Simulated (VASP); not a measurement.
Energy against volume of TiO2 (rutile). All values below come from PBEsol GGA, VASP's PBE PAW potentials (set 64) (plane waves; VASP). Run with 520 eV cut-off, 5×5×8 Γ-centred mesh, Gaussian smearing of 0.050 eV, potentials Ti_sv O.

Shape and ions are relaxed at each volume.

```csv
V (Å³/atom),E (eV/atom)
10.047,-9.34267
10.358,-9.34982
10.668,-9.34401
10.979,-9.32754
```

Task: Fit these four points and predict the energy of the run at 9.736 Å³/atom.

Result: A cubic in V^(−2/3), the third-order Birch-Murnaghan form, passes through the four points with V0 = 10.36 Å³/atom and B0 = 222 GPa, and gives -9.3197 eV/atom there. The run gave -9.3200 eV/atom, -0.2 meV/atom from the fit; all five points give B0 = 221 GPa.

The compound is TiO2 in the rutile structure. It was relaxed first.
